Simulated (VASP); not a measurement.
Consider the following.

```yaml
crystal:
  lattice:
    - [4.62767, 0.00000, 0.00000]
    - [0.00000, 4.62767, 0.00000]
    - [0.00000, 0.00000, 2.96044]
  atoms:
    - { symbol: Ti, position: [0.00000, 0.00000, 0.00000] }
    - { symbol: Ti, position: [0.50000, 0.50000, 0.50000] }
    - { symbol: O, position: [0.30451, 0.30451, 0.00000] }
    - { symbol: O, position: [0.80451, 0.19549, 0.50000] }
    - { symbol: O, position: [0.19549, 0.80451, 0.50000] }
    - { symbol: O, position: [0.69549, 0.69549, 0.00000] }
```

These are PBE GGA with D3 dispersion (zero damping), VASP's PBE PAW potentials (set 64) (plane waves; VASP) values and carry that method's errors. Numerical set-up: 520 eV cut-off, Gaussian smearing of 0.050 eV, potentials Ti_sv O.

Q: Give the energies of bands 14 to 27 at the high-symmetry points, in eV from the valence-band maximum.

A: 
```
band      Γ      X      M      Z      R      A
----  -----  -----  -----  -----  -----  -----
14    -5.26  -4.85  -5.46  -4.42  -4.97  -4.63
15    -4.81  -3.69  -3.81  -3.64  -3.94  -4.51
16    -3.74  -3.69  -3.81  -3.64  -3.94  -4.51
17    -3.74  -3.18  -2.81  -3.58  -3.23  -3.48
18    -2.54  -3.18  -2.81  -3.58  -3.23  -3.48
19    -2.54  -3.02  -2.15  -2.76  -2.35  -2.73
20    -1.93  -3.02  -2.15  -2.76  -2.35  -2.73
21    -0.68  -1.59  -1.27  -2.29  -2.01  -1.25
22    -0.45  -1.59  -1.27  -2.29  -2.01  -1.25
23    -0.45  -0.72  -1.07  -1.41  -1.01  -0.67
24     0.00  -0.72  -1.07  -1.41  -1.01  -0.67
25     1.82   2.48   1.86   2.90   1.88   2.55
26     2.10   2.48   1.86   2.90   1.88   2.55
27     2.38   2.96   2.48   3.15   3.17   3.15
```

The gap is direct, 1.83 eV, from the valence maximum at Γ to the conduction minimum at Γ.

The compound is TiO2 in the rutile structure. It was relaxed first.
